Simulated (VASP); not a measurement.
A snapshot from molecular dynamics of Te, step 111; the first frame, the perfect lattice, has an electronic free energy F (no ionic kinetic energy) of -3.077 eV/atom. The Γ point alone samples so small a cell crudely.

```xyz
54
Lattice="6.6900 -11.5874 0.0000 6.6900 11.5874 0.0000 0.0000 0.0000 11.8600" Properties=species:S:1:pos:R:3 pbc="T T T"
Te     7.1838   -10.4395     3.9605
Te     3.6010    -0.5041     0.5671
Te     6.7506    10.5949     2.1509
Te     0.8716     1.0638     9.9838
Te     3.6327    -0.2464     5.9768
Te     7.3384    10.4526     8.2331
Te     9.0864    -6.5489     3.6740
Te     5.4841     4.0550     0.0586
Te     2.3711     2.9275     1.7825
Te     9.5241    -6.3760     9.7960
Te     5.1182     4.1610     6.0876
Te     2.7447     3.0277     8.0287
Te    11.5717    -2.8170     4.1030
Te     7.4483     7.6389    11.7853
Te     5.0500     6.8245     1.9058
Te    11.6351    -2.3325    10.0386
Te     7.8666     7.5550     5.8738
Te     5.3097     7.0430     8.2455
Te     2.7093    -3.1819     3.7493
Te     5.5024    -3.4242    11.7244
Te     9.1405     6.4728     1.8225
Te     2.5667    -2.9432     9.8141
Te     5.7516    -3.6919     5.8240
Te     2.9410    -5.0861     7.8803
Te     5.3929     1.0470     4.1195
Te     7.8550    -0.0393    11.7104
Te     5.7582    -0.9944     2.2414
Te     4.7332     0.9705    10.2561
Te     7.7564    -0.1513     5.8741
Te     5.3310    -0.8934     8.0888
Te     7.2993     4.7954     4.1202
Te     9.9040     3.5765    11.7156
Te     7.3159     2.8307     1.9384
Te     7.4172     4.5377     9.8953
Te    10.0220     3.6509     5.9413
Te     6.9065     2.6391     7.8302
Te     5.0146    -6.6110     3.9544
Te     7.5472    -7.4063    11.5474
Te     5.1294    -8.5342     1.8740
Te     4.8353    -6.7135     9.7881
Te     7.6876    -7.7960     5.8011
Te     5.2985    -8.9794     7.6593
Te     7.8860    -3.1518     4.0088
Te     9.9381    -3.7049    11.7988
Te     7.2165    -4.8406     1.7303
Te     7.4574    -2.8293     9.7374
Te    10.0719    -4.1568     6.1857
Te     7.1447    -4.9640     7.7554
Te     9.5494     1.0771     3.9263
Te    12.1578     0.3241    11.8338
Te     9.5557    -0.9333     1.9513
Te     9.6206     0.9066     9.6444
Te    12.0850     0.1129     6.1482
Te     9.5535    -1.1689     7.7277
```

These are PBE GGA, VASP's PBE PAW potentials (set 64) (plane waves; VASP) values and carry that method's errors. Settings: PREC = Normal, LREAL = Auto, ISYM = 0, EDIFF = 1E-5, 300 eV cut-off, 1×1×1 Γ-centred mesh, Fermi-Dirac smearing of 0.026 eV, potentials Te.

Task: Give F per atom of this frame and the forces (eV/Å).

Result: -3.035 eV/atom.
```json
[
 {"atom": "Te1", "Fx": "-0.10", "Fy": "-0.44", "Fz": "0.28"},
 {"atom": "Te2", "Fx": "-0.39", "Fy": "0.43", "Fz": "-0.41"},
 {"atom": "Te3", "Fx": "0.37", "Fy": "0.11", "Fz": "-0.11"},
 {"atom": "Te4", "Fx": "-0.07", "Fy": "-0.10", "Fz": "0.31"},
 {"atom": "Te5", "Fx": "-0.21", "Fy": "0.16", "Fz": "-0.14"},
 {"atom": "Te6", "Fx": "-0.03", "Fy": "0.06", "Fz": "-0.59"},
 {"atom": "Te7", "Fx": "0.31", "Fy": "-0.13", "Fz": "-0.02"},
 {"atom": "Te8", "Fx": "0.19", "Fy": "-0.21", "Fz": "0.14"},
 {"atom": "Te9", "Fx": "0.28", "Fy": "-0.08", "Fz": "-0.01"},
 {"atom": "Te10", "Fx": "0.13", "Fy": "0.13", "Fz": "0.05"},
 {"atom": "Te11", "Fx": "0.92", "Fy": "-0.19", "Fz": "-0.14"},
 {"atom": "Te12", "Fx": "0.02", "Fy": "-0.27", "Fz": "-0.36"},
 {"atom": "Te13", "Fx": "0.01", "Fy": "0.10", "Fz": "-0.01"},
 {"atom": "Te14", "Fx": "-0.13", "Fy": "0.10", "Fz": "-0.07"},
 {"atom": "Te15", "Fx": "0.09", "Fy": "-0.15", "Fz": "0.24"},
 {"atom": "Te16", "Fx": "0.38", "Fy": "-0.36", "Fz": "-0.18"},
 {"atom": "Te17", "Fx": "-0.48", "Fy": "0.00", "Fz": "0.11"},
 {"atom": "Te18", "Fx": "0.25", "Fy": "-0.17", "Fz": "-0.10"},
 {"atom": "Te19", "Fx": "0.29", "Fy": "0.70", "Fz": "0.02"},
 {"atom": "Te20", "Fx": "0.44", "Fy": "-0.21", "Fz": "0.12"},
 {"atom": "Te21", "Fx": "0.34", "Fy": "-0.36", "Fz": "-0.13"},
 {"atom": "Te22", "Fx": "0.28", "Fy": "0.06", "Fz": "-0.16"},
 {"atom": "Te23", "Fx": "-0.41", "Fy": "0.31", "Fz": "-0.31"},
 {"atom": "Te24", "Fx": "-0.11", "Fy": "0.01", "Fz": "-0.04"},
 {"atom": "Te25", "Fx": "-0.50", "Fy": "0.41", "Fz": "-0.04"},
 {"atom": "Te26", "Fx": "0.04", "Fy": "0.07", "Fz": "-0.19"},
 {"atom": "Te27", "Fx": "-0.04", "Fy": "-0.29", "Fz": "-0.16"},
 {"atom": "Te28", "Fx": "0.12", "Fy": "-0.07", "Fz": "0.10"},
 {"atom": "Te29", "Fx": "0.00", "Fy": "0.39", "Fz": "-0.17"},
 {"atom": "Te30", "Fx": "-0.15", "Fy": "-0.22", "Fz": "-0.13"},
 {"atom": "Te31", "Fx": "-0.35", "Fy": "-0.07", "Fz": "0.10"},
 {"atom": "Te32", "Fx": "0.03", "Fy": "0.09", "Fz": "0.10"},
 {"atom": "Te33", "Fx": "-0.25", "Fy": "0.11", "Fz": "0.32"},
 {"atom": "Te34", "Fx": "-0.39", "Fy": "0.18", "Fz": "-0.44"},
 {"atom": "Te35", "Fx": "-0.12", "Fy": "0.46", "Fz": "-0.18"},
 {"atom": "Te36", "Fx": "-0.20", "Fy": "0.26", "Fz": "0.10"},
 {"atom": "Te37", "Fx": "-0.26", "Fy": "-0.04", "Fz": "0.03"},
 {"atom": "Te38", "Fx": "-0.27", "Fy": "-0.23", "Fz": "0.19"},
 {"atom": "Te39", "Fx": "0.15", "Fy": "-0.20", "Fz": "0.24"},
 {"atom": "Te40", "Fx": "0.20", "Fy": "0.03", "Fz": "-0.01"},
 {"atom": "Te41", "Fx": "-0.09", "Fy": "0.14", "Fz": "0.34"},
 {"atom": "Te42", "Fx": "-0.08", "Fy": "0.19", "Fz": "0.59"},
 {"atom": "Te43", "Fx": "-0.18", "Fy": "0.03", "Fz": "0.03"},
 {"atom": "Te44", "Fx": "-0.28", "Fy": "-0.23", "Fz": "0.22"},
 {"atom": "Te45", "Fx": "-0.30", "Fy": "-0.05", "Fz": "0.08"},
 {"atom": "Te46", "Fx": "-0.14", "Fy": "-0.22", "Fz": "0.27"},
 {"atom": "Te47", "Fx": "-0.05", "Fy": "0.10", "Fz": "-0.18"},
 {"atom": "Te48", "Fx": "0.24", "Fy": "-0.20", "Fz": "0.63"},
 {"atom": "Te49", "Fx": "-0.23", "Fy": "0.13", "Fz": "-0.21"},
 {"atom": "Te50", "Fx": "0.08", "Fy": "0.06", "Fz": "0.19"},
 {"atom": "Te51", "Fx": "0.14", "Fy": "-0.12", "Fz": "-0.17"},
 {"atom": "Te52", "Fx": "-0.37", "Fy": "0.47", "Fz": "0.17"},
 {"atom": "Te53", "Fx": "0.69", "Fy": "-0.20", "Fz": "-0.56"},
 {"atom": "Te54", "Fx": "0.11", "Fy": "-0.45", "Fz": "0.23"}
]
```

The cell is a supercell, built from Te (trig). Its lattice is the typed one, not relaxed at this level.
